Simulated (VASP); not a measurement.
```
CELL_PARAMETERS angstrom
      0.00000     1.95840     1.95840
      1.95840     0.00000     1.95840
      1.95840     1.95840     0.00000
ATOMIC_POSITIONS crystal
  Ir 0.00000 0.00000 0.00000
```

Computed with PBE GGA, VASP's PBE PAW potentials (set 64) (plane waves; VASP 6.6.1). Numerical set-up: EDIFF = 1E-5, 400 eV cut-off, 14×14×14 Γ-centred mesh, first-order Methfessel-Paxton smearing of 0.10 eV, potentials Ir.

**Question.** Give the stress tensor in GPa (positive for a compressed cell).

**Answer.** 
```
-10.77    0.00    0.00
  0.00  -10.77    0.00
  0.00    0.00  -10.77
```
The pressure is its mean diagonal, -10.77 GPa.

The compound is Ir in the fcc structure. The cell was not relaxed at this level. The run is one of a series of settings (EDIFF = 1E-5 against the base run), some of them coarse on purpose.
